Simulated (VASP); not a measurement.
Input:

```
CELL_PARAMETERS angstrom
      0.00000     2.74994     2.74994
      2.74994     0.00000     2.74994
      2.74994     2.74994     0.00000
ATOMIC_POSITIONS crystal
  Ag 0.00000 0.00000 0.00000
  Cl 0.50000 0.50000 0.50000
```

All values below come from r2SCAN+rVV10, VASP's PBE PAW potentials (set 64) (plane waves; VASP 6.6.1). Numerical set-up: 520 eV cut-off, 8×8×8 Γ-centred mesh, Gaussian smearing of 0.050 eV, potentials Ag Cl.

What does the run give for the energy per atom (σ→0), band gap (on the k-mesh) with the smallest direct gap where there is one?

* **band gap (on the k-mesh)**: 1.36 eV
* **smallest direct gap (on the k-mesh)**: 3.74 eV
* **energy per atom (σ→0)**: -14047 meV/atom

The compound is AgCl in the rock salt structure. It was relaxed first. The start is the result of an earlier pass.
